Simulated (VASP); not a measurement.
# NaMg6V (Amm2) in VASP: reference runs, part 2 of 2

VASP 6.6.1.

## (3) Single point, PBE, collinear spin, ferromagnetic start (atoms moved at random, drawn with an rms of 0.05 Å)

File INCAR:

```
ALGO = Normal ; EDIFF = 1E-7
ENCUT = 520 ; GGA = PE
ISIF = 2 ; ISMEAR = -1
ISPIN = 2 ; LASPH = T
LCHARG = F ; LMAXMIX = 4
LORBIT = 11 ; LREAL = F
LWAVE = F ; MAGMOM = 2 0 0 0 0 0 0 0
NBANDS = 30 ; NELM = 150
PREC = Accurate ; SIGMA = 0.05
```

File KPOINTS:

```
k-points
0
Gamma
  5 5 5
```

File POSCAR:

```
NaMg6V
1.0
    5.1510920000      0.0000000000      0.0000000000
    0.0000000000      3.2895525000      5.4126555000
    0.0000000000     -3.2895525000      5.4126555000
V Mg Na
1 6 1
Direct
    0.4901480000      0.8360040000      0.8274780000
   -0.0096590000      0.1621570000      0.1513740000
   -0.0079610000      0.6811470000      0.6638610000
    0.0006170000      0.6730600000      0.1555190000
    0.0022140000      0.1459920000      0.6763970000
    0.5010710000      0.8247670000      0.3358860000
    0.5020360000      0.3287490000      0.8283260000
    0.5027500000      0.3370600000      0.3349930000
```

Potentials or basis: VASP PAW PBE potentials, release 64 (V_sv, Mg, Na_pv).

Run with:

```console
cat potpaw_PBE.64/V_sv/POTCAR potpaw_PBE.64/Mg/POTCAR potpaw_PBE.64/Na_pv/POTCAR > POTCAR
mpirun -np 1 vasp_std > vasp.out
```

OUTCAR:

```text
EDIFF = 1E-7
   ENCUT = 520
   GGA = PE
   ISIF = 2
   ISMEAR = -1
   ISPIN = 2
   LASPH = T
   LORBIT = 11
   LREAL = F
   NELM = 150
   PREC = Accurate

 ion  position               nearest neighbor table
   1  0.490  0.836  0.827-   5 3.06   3 3.09   3 3.11   7 3.12   4 3.13   6 3.15   5 3.16   6 3.19
                             7 3.21   4 3.21
   2  0.990  0.162  0.151-   5 3.06   4 3.09   7 3.10   6 3.16   8 3.17   7 3.20   6 3.25   4 3.25
                             3 3.27   5 3.28   3 3.32
   3  0.992  0.681  0.664-   5 2.98   4 3.09   1 3.09   1 3.11   6 3.13   6 3.21   7 3.21   4 3.24
                             2 3.27   7 3.29   2 3.32   5 3.35
   4  0.001  0.673  0.156-   2 3.09   3 3.09   1 3.13   5 3.13   6 3.14   6 3.14   8 3.19   8 3.21
                             1 3.21   3 3.24   2 3.25   5 3.45
   5  0.002  0.146  0.676-   3 2.98   2 3.06   1 3.06   4 3.13   7 3.15   7 3.15   1 3.16   8 3.22
                             8 3.22   2 3.28   3 3.35   4 3.45
   6  0.501  0.825  0.336-   8 3.09   3 3.13   4 3.14   4 3.14   1 3.15   2 3.16   1 3.19   3 3.21
                             2 3.25   7 3.25   7 3.33
   7  0.502  0.329  0.828-   8 3.10   2 3.10   1 3.12   5 3.15   5 3.15   2 3.20   3 3.21   1 3.21
                             6 3.25   3 3.29   6 3.33
   8  0.503  0.337  0.335-   6 3.09   7 3.10   2 3.17   4 3.19   4 3.21   5 3.22   5 3.22

  LATTYP: Found a base centered orthorhombic cell.
 ALAT       =     6.5791050000
 B/A-ratio  =     1.6454078480
 C/A-ratio  =     0.7829472246

  Lattice vectors:

 A1 = (   0.0000000000,   3.2895525000,  -5.4126555000)
 A2 = (   0.0000000000,   3.2895525000,   5.4126555000)
 A3 = (   5.1510920000,   0.0000000000,   0.0000000000)

Analysis of symmetry for initial positions (statically):
=====================================================================
 Subroutine PRICEL returns:
 Original cell was already a primitive cell.

 Routine SETGRP: Setting up the symmetry group for a
 base centered orthorhombic supercell.

[... 947 lines left out ...]

 spin component 2

 k-point     1 :       0.0000    0.0000    0.0000
  band No.  band energies     occupation
      1     -59.3989      1.00000
      2     -33.3601      1.00000
      3     -33.2638      1.00000
      4     -33.2449      1.00000
      5     -21.3115      1.00000
      6     -21.2913      1.00000
[... 733 lines left out ...]
     27       6.8010      0.00000
     28       7.9991      0.00000

 [... further k-points ...]

 [bands above 28 left out]

------------------------ aborting loop because EDIFF is reached ----------------------------------------

  FORCE on cell =-STRESS in cart. coord.  units (eV):
  Direction    XX          YY          ZZ          XY          YZ          ZX
  --------------------------------------------------------------------------------------
  -------------------------------------------------------------------------------------
  Total       -0.1935012     -1.0221060      0.3848288     -0.0362413      0.0405384      0.0032728
  in kB       -1.6901208     -8.9275032      3.3612567     -0.3165472      0.3540792      0.0285856
  external PRESSURE =      -2.4187891 kB  Pullay stress =       0.0000000 kB

 VOLUME and BASIS-vectors are now :
 -----------------------------------------------------------------------------
  energy-cutoff  :      520.00
  volume of cell :      183.43
      direct lattice vectors                 reciprocal lattice vectors
     5.151092000  0.000000000  0.000000000     0.194133593  0.000000000  0.000000000
     0.000000000  3.289552500  5.412655500     0.000000000  0.151996358  0.092376099
     0.000000000 -3.289552500  5.412655500     0.000000000 -0.151996358  0.092376099

 POSITION                                       TOTAL-FORCE (eV/Angst)
 -----------------------------------------------------------------------------------
      2.52480      0.02805      9.00385         0.113208     -0.115247      0.121750
      5.10134      0.03547      1.69704         0.162142     -0.042293      0.093995
      5.11008      0.05686      7.28006         0.068286     -0.164711     -0.126520
      0.00318      1.70248      4.48481        -0.019887      0.124177     -0.174317
      0.01140     -1.74480      4.45131        -0.047606      0.054356     -0.044254
      2.58106      1.60820      6.28221        -0.103841      0.109259      0.121849
      2.58603     -1.64338      6.26285        -0.106616      0.038354      0.151573
      2.58971      0.00680      3.63759        -0.065685     -0.003895     -0.144077
 -----------------------------------------------------------------------------------
    total drift:                               -0.000978      0.000237     -0.000609

  FREE ENERGIE OF THE ION-ELECTRON SYSTEM (eV)
  ---------------------------------------------------
  free  energy   TOTEN  =       -17.4593896109 eV

  energy  without entropy=      -17.4261250397  energy(sigma->0) =      -17.44275733

 total charge

# of ion       s       p       d       tot
------------------------------------------
    1        2.221   6.069   3.017  11.306
    2        0.226   0.114   0.010   0.350
    3        0.207   0.128   0.013   0.347
    4        0.217   0.123   0.011   0.351
    5        0.218   0.125   0.011   0.355
    6        0.215   0.124   0.010   0.350
    7        0.216   0.123   0.010   0.349
    8        0.110   6.001   0.000   6.111
--------------------------------------------------
tot          3.630  12.807   3.082  19.519

 magnetization (x)

# of ion       s       p       d       tot
------------------------------------------
    1        0.046   0.036   2.685   2.768
    2        0.011  -0.011  -0.001  -0.001
    3       -0.006   0.005   0.002   0.001
    4       -0.006   0.004   0.002  -0.001
    5       -0.007   0.004   0.002  -0.001
    6       -0.010  -0.000   0.001  -0.009
    7       -0.010  -0.000   0.001  -0.009
    8       -0.003   0.003   0.000  -0.001
--------------------------------------------------
tot          0.014   0.041   2.693   2.747
```

stdout:

```text
POSCAR found type information on POSCAR V MgNa
 POSCAR found :  3 types and       8 ions
 scaLAPACK will be used
 LDA part: xc-table for (Slater+PW92), standard interpolation
 POSCAR, INCAR and KPOINTS ok, starting setup
 FFT: planning ... GRIDC
 FFT: planning ... GRID_SOFT
 FFT: planning ... GRID
 WAVECAR not read
 entering main loop
```

Wall time 9.6 min (1 thread of Intel Xeon 6975P-C (Granite Rapids), shared host); peak memory 0.72 GiB.

What came out:

* Free energy: -17.4594 eV
* Pressure: -0.2 GPa
* Largest force: 0.219 eV/Å
* Band gap on the k mesh: none (metal or under the smearing width)
* Net moment: 3.47 μB per cell
* Site moments: V +2.77; Mg -0.00, +0.00, -0.01; Na -0.00 μB
* Valence electrons inside the program's atomic spheres: V 11.31; Mg 0.35; Na 6.11

Forces in eV/Å, atoms in the order of the input:
```
V    0.113 -0.115  0.122
Mg   0.162 -0.042  0.094
Mg   0.068 -0.165 -0.127
Mg  -0.020  0.124 -0.174
Mg  -0.048  0.054 -0.044
Mg  -0.104  0.109  0.122
Mg  -0.107  0.038  0.152
Na  -0.066 -0.004 -0.144
```
